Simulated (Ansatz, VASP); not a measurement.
# Cross-check of K3SrOF3 between VASP and Ansatz, part 2 of 2

Wanted: the spread between two codes on one cell, functional and k mesh. The cell is generated by rule, not measured, and may not be a known phase. The cell is taken from a series of runs on this material, whose earlier steps may have relaxed, scaled, displaced or heated it; both programs get it as it stands.

VASP 6.6.1 and Ansatz 0.2.0.

So far: Starting point; VASP: relaxation of cell and atoms, PBE.

The structure was built from a prototype and need not be the compound's stable phase.

**3. Ansatz: relaxation of cell and atoms, PBE**

Level of this step: Ansatz beside VASP: Kohn-Sham DFT, plane waves, PBE (Ansatz).

Ansatz runs on its default PAW (the set named soft_2) files.

The same cell, functional and mesh now go to Ansatz, which takes its cutoff from its data sets.

Contents of input.yaml:

```yaml
crystal:
  lattice:
    - [2.6407924768, 2.6407924768, 0.0]
    - [-2.6407924768, 2.6407924768, 0.0]
    - [0.0, 0.0, 10.8771144177]
  atoms:
    - { symbol: F, position: [0.0, 0.0, 0.2396187394] }
    - { symbol: F, position: [0.5, 0.5, 0.5] }
    - { symbol: F, position: [0.0, 0.0, 0.7603812606] }
    - { symbol: K, position: [0.5, 0.5, 0.2472358147] }
    - { symbol: K, position: [0.0, 0.0, 0.5] }
    - { symbol: K, position: [0.5, 0.5, 0.7527641853] }
    - { symbol: O, position: [0.5, 0.5, 0.0] }
    - { symbol: Sr, position: [0.0, 0.0, 0.0] }
kpoints:
  mp_grid: { grid: [8, 8, 2] }
hamiltonian:
  xc: pbe
scf:
  occupations: { method: fixed }
output:
  forces: true
  stress: true
  eigenvalues: true
relax:
  adjacent_minimum: "off"
  f_tol: 0.001
  max_steps: 60
  cell: { stress_tol: 0.01 }
```

Launch:

```sh
> ansatz run input.yaml --threads 8 --pin off --max-ram 14336MiB --backend cpu --events-out ev --progress --plain --runs-dir out
```

Numbers of over 12 decimals in the logs are rounded to 6 here.

Output:

```text
Engine: ansatz 0.2.0, x86_64-unknown-linux-gnu
Pseudopotentials: kind: paw
Pseudopotential: F, paw, valence charge 7, recommended cutoff 420 eV (normal), F.paw.azcp
Pseudopotential: K, paw, valence charge 9, recommended cutoff 420 eV (normal), K.paw.azcp
Pseudopotential: O, paw, valence charge 6, recommended cutoff 420 eV (normal), O.paw.azcp
Pseudopotential: Sr, paw, valence charge 10, recommended cutoff 420 eV (normal), Sr.paw.azcp
Functional definition: PBE
  parameter kappa = 0.804
  parameter beta = 0.066725
  exchange = pbe_x(kappa = kappa, mu = beta*pi^2/3)
  correlation = pbe_c(beta = beta)
Crystal: 8 atoms, lattice volume = 151.709 Å³
Basis set: ecut = 420 eV, 2933 PW (Γ), exchange–correlation on 50×50×150 points (8 copies of the dense FFT grid, shifted against one another)
Bands: 40, of which v1, the nominal top of the filled ones, is band 32 counted from 1 (31 counted from 0)
Symmetry: 16 space group operations
Space group: P4/mmm (ITA 123), of the structure as read, at distance tolerance 5.3e-5 Å
k-points: 30 of 128
Non-local potential: F, projectors of the file, l = 0: 2, l = 1: 2, l = 2: 1
Non-local potential: K, projectors of the file, l = 0: 3, l = 1: 2, l = 2: 2
Non-local potential: O, projectors of the file, l = 0: 2, l = 1: 2, l = 2: 1
Non-local potential: Sr, projectors of the file, l = 0: 3, l = 1: 2, l = 2: 2
PAW form: soft (Blöchl's): semilocal exchange-correlation on the pseudo side does not see the compensation charge
PAW one-centre angular grid: F, 110 points (default); XC on 64 Gauss nodes
PAW one-centre angular grid: K, 110 points (default); XC on 64 Gauss nodes
PAW one-centre angular grid: O, 110 points (default); XC on 64 Gauss nodes
PAW one-centre angular grid: Sr, 110 points (default); XC on 64 Gauss nodes
Initial density: superposition of atomic densities (neutral atoms: chi_scale 0, normalization atom), corrected by the library's trained network
Initial wavefunctions: pseudopotential atomic-orbital guess
Functional: x = pbe(κ = 0.804, μ = 0.219515), c = pbe(β = 0.066725)
SCF iter   1: F=—  HF=-11160.636875 eV  |F-HF|=—  |Δ(HF+E_count)|=         —  Δρ=9.22e-4  dr2=3.09e-3  ethr=1.77e-3  ⟨swp⟩=5.4  Hψ=4824  notcnv=0  defer=128
preconditioner: auto → Resta (q_TF=auto, 2.363 Å⁻¹)  ε∞=3.0  [insulator: Δε(μ)=2.908 eV  Ē_g=15.794 eV  n_scr=28 (ndim 8)  ℏωp=22.6 eV  f_vac=0.089  ε∞_Penn≈3.0]
SCF iter   2: F=—  HF=-11160.637430 eV  |F-HF|=—  |Δ(HF+E_count)|=   5.55e-4  Δρ=7.36e-4  dr2=1.35e-3  ethr=4.82e-6  ⟨swp⟩=3.0  Hψ=2664  notcnv=0  defer=180
SCF iter   3: F=—  HF=-11160.637320 eV  |F-HF|=—  |Δ(HF+E_count)|=   1.10e-4  Δρ=3.54e-4  dr2=5.69e-4  ethr=2.11e-6  ⟨swp⟩=2.6  Hψ=1871  notcnv=0  defer=180
SCF iter   4: F=—  HF=-11160.637195 eV  |F-HF|=—  |Δ(HF+E_count)|=   1.25e-4  Δρ=2.72e-4  dr2=7.41e-5  ethr=8.90e-7  ⟨swp⟩=2.8  Hψ=1945  notcnv=0  defer=180
SCF iter   5: F=—  HF=-11160.637840 eV  |F-HF|=—  |Δ(HF+E_count)|=   6.45e-4  Δρ=8.62e-5  dr2=1.03e-5  ethr=1.16e-7  ⟨swp⟩=2.0  Hψ=1972  notcnv=0  defer=173
SCF iter   6: F=—  HF=-11160.637844 eV  |F-HF|=—  |Δ(HF+E_count)|=   3.90e-6  Δρ=2.82e-5  dr2=1.27e-6  ethr=1.61e-8  ⟨swp⟩=2.0  Hψ=2082  notcnv=0  defer=173
SCF iter   7: F=—  HF=-11160.637845 eV  |F-HF|=—  |Δ(HF+E_count)|=   3.38e-7  Δρ=1.05e-5  dr2=1.98e-7  ethr=1.98e-9  ⟨swp⟩=2.0  Hψ=1484  notcnv=0  defer=174
SCF iter   8: F=-11160.637845 eV  HF=-11160.637845 eV  |F-HF|=5.66e-8  |Δ(HF+E_count)|=   3.99e-8  Δρ=8.38e-6  dr2=6.98e-8  ethr=1.56e-10  ⟨swp⟩=14.8  Hψ=7524  notcnv=0
SCF 1 converged in 8 iterations: F = -11160.637845 eV  dr2 = 6.98e-8
  greatest PAW one-centre occupation: 0.988 electrons in one spin orbital (limit 2), on the K atom at site 5 (counted from 0), in its partial waves of l = 0
relax step   1: F+E_penalty+E_count = -11160.63784453 eV  Δ(F+E_penalty+E_count) = +0.000e0 eV  max|allowed force component| = 2.740e-3 eV/Å  Δτ_max = 0.0000 Å  P = +0.005 GPa  Ω = 151.709 Å³  (8 SCF iters, dr2 threshold 1.00e-7 eV, accepted)
[...]
relax step   3: F+E_penalty+E_count = -11160.63781175 eV  Δ(F+E_penalty+E_count) = -1.570e-5 eV  max|allowed force component| = 3.796e-3 eV/Å  Δτ_max = 0.0012 Å  P = +0.000 GPa  Ω = 151.733 Å³  energy of the carried Pulay correction = -4.720e-5 eV  (7 SCF iters, dr2 threshold 9.05e-10 eV, rejected (line search))
[...]
relax step   4: F+E_penalty+E_count = -11160.63782375 eV  Δ(F+E_penalty+E_count) = -2.770e-5 eV  max|allowed force component| = 6.689e-4 eV/Å  Δτ_max = 0.0006 Å  P = -0.000 GPa  Ω = 151.730 Å³  energy of the carried Pulay correction = -3.999e-5 eV  (9 SCF iters, accepted)
[...]
relax step   5: F+E_penalty+E_count = -11160.63792433 eV  Δ(F+E_penalty+E_count) = -1.006e-4 eV  max|allowed force component| = 6.709e-4 eV/Å  Δτ_max = 0.0000 Å  P = +0.001 GPa  Ω = 151.730 Å³  stress off target by 2.04e-3 GPa  SCF on the basis re-selected at this cell (its energy is not comparable with the rows above)  (9 SCF iters)
basis re-selected at this cell: Δ(F+E_penalty+E_count) = -1.006e-4 eV, ΔP = +0.001 GPa vs the last step (what re-selecting the basis moved, of the pressure what is left beyond the Pulay correction that the steps carried, after the strain that the cell walked since its last selection, with what the two solves' SCF thresholds leave and, on support functions, any second-order correction that the steps lacked; it is no m [...]
SCF converged after 9 iterations
Free energy (F): -11160.637924 eV
Harris-Foulkes:  -11160.637924 eV  (|F-HF|=5.46e-12)
Internal energy: -11160.637924 eV  (E = F + TS)
E sigma→0 (E₀):  -11160.637924 eV
Fermi energy:    5.432127 eV
--- Per-component energies (eV) ---
  E_band       = -452.504669
  E_kinetic    = 1806.831203
  E_local      = -4255.760873  (includes V_loc(G=0)·N_el)
  E_nonlocal   = 507.719753
  E_hartree    = 1456.765021
  E_xc         = -897.697873
  E_vxc        = -1064.974336  (∫ρ·V_xc dr)
  E_paw        = -5798.759214  (= ΣΔE_a)
  E_vpaw       = -359.858964  (= ΣTr[D̂ρ^β])
  E_aug_tail   = 0.008544  (compensation charges beyond the density's cutoff)
  E_ewald      = -3979.744486
  E_smearing   = -0.000000  (= −TS)
  E_closure    = 0.000000  (closes the sum)
  Σ components = -11160.637924   (vs F -11160.637924, Δ=0.00e0)
--- Forces (eV/Å), atoms counted from 1 ---
  atom   1  F      0.00000000    -0.00000000     0.00013608
  atom   2  F      0.00000000    -0.00000000     0.00000000
  atom   3  F      0.00000000    -0.00000000    -0.00013608
  atom   4  K      0.00000000     0.00000000    -0.00067092
  atom   5  K      0.00000000    -0.00000000     0.00000000
  atom   6  K      0.00000000     0.00000000     0.00067092
  atom   7  O      0.00000000     0.00000000     0.00000000
  atom   8  Sr     0.00000000    -0.00000000     0.00000000
  max |Σ_I F_I| component: 1.66e-29 eV/Å
--- Stress (GPa, compression-positive) ---
       -0.000029       0.000000       0.000000
        0.000000      -0.000029       0.000000
        0.000000       0.000000       0.002041
  P = ⅓ Tr σ = 0.0007 GPa (0.007 kbar)
--- Band table (eV; the first three rows and the last of 30) ---
  k-point 0: bands = [... 28 lower, 1.8976, 4.9628, 5.4321, 5.4321, 8.2242, 9.3483, 10.1282, 10.2179, ... 4 higher]
  k-point 1: bands = [... 28 lower, 1.8893, 4.9253, 5.4319, 5.4319, 8.7181, 8.9988, 9.3659, 10.5084, ... 4 higher]
  k-point 2: bands = [... 28 lower, 1.8474, 4.9499, 5.1298, 5.2922, 8.5312, 9.6802, 10.4097, 10.4265, ... 4 higher]
  k-point 29: bands = [... 28 lower, 1.8072, 5.1162, 5.1162, 5.1803, 9.8170, 9.8170, 10.5625, 10.5625, ... 4 higher]
--- Relaxed structure (4 steps of the walk, 3 accepted, 1 SCFs on fresh bases) ---
  F+E_penalty+E_count = -11160.63792433 eV   max|allowed force component| = 6.709e-4 eV/Å   (the final SCF, on the basis selected at the relaxed cell)
  cell:  # Å, volume = 151.7297 Å³
    - [2.640198, 2.640198, 0.0]
    - [-2.640198, 2.640198, 0.0]
    - [0.0, 0.0, 10.883482]
  atoms:
    - { symbol: F, position: [0, 0, 0.239675] }
    - { symbol: F, position: [0.5, 0.5, 0.5] }
    - { symbol: F, position: [0, 0, 0.760325] }
    - { symbol: K, position: [0.5, 0.5, 0.247310] }
    - { symbol: K, position: [0, 0, 0.5] }
    - { symbol: K, position: [0.5, 0.5, 0.752690] }
    - { symbol: O, position: [0.5, 0.5, 0.0] }
    - { symbol: Sr, position: [0, 0, 0.0] }
```

Reading the cycles: dr2 is the Hartree energy of the density residual (eV), the measure of convergence; HF is the Harris–Foulkes estimate of the energy, which meets the free energy F at convergence.

**4. Differences**

Known differences besides the potentials themselves: fixed occupations in Ansatz, narrow Gaussian smearing in VASP; the cutoff is 420 eV in Ansatz and 600 eV in VASP; Ansatz adds a Pulay correction to the stress that steers its cell, VASP none. Total energies have different zeros and are not compared.

The two programs side by side:

| quantity | Ansatz | VASP | difference |
| --- | --- | --- | --- |
| volume (Å³) | 151.73 | 152.04 | -0.20 % |
| edge a after relaxation, in the typed setting (Å) | 3.734 | 3.738 | -0.11 % |
| edge c after relaxation, in the typed setting (Å) | 10.883 | 10.882 | +0.01 % |

**5. Results**

```
difference in volume (relaxation of cell and atoms, PBE) : -0.20 %
```

In words: The difference in volume is -0.20 % (relaxation of cell and atoms, PBE), within the 1.2 % picked in this series as the mark of a large difference, as far as the stopping tolerances let one tell. Such differences can come from data sets, numerical settings and the points named under the comparisons, not from the functional's error against experiment.

[Lines on the potential files, build, host, timing and source positions are cut from VASP's logs without a mark.]

[Logs are printed without paths, hosts, clocks, repeated set-up lines and the standing remarks that a program may print on its own settings, such as how far it seeks lower states.]

[Hosts, paths, dates, database ids (printed as entryN), source tags and the programs' standing remarks are cut or masked in the printed files.]
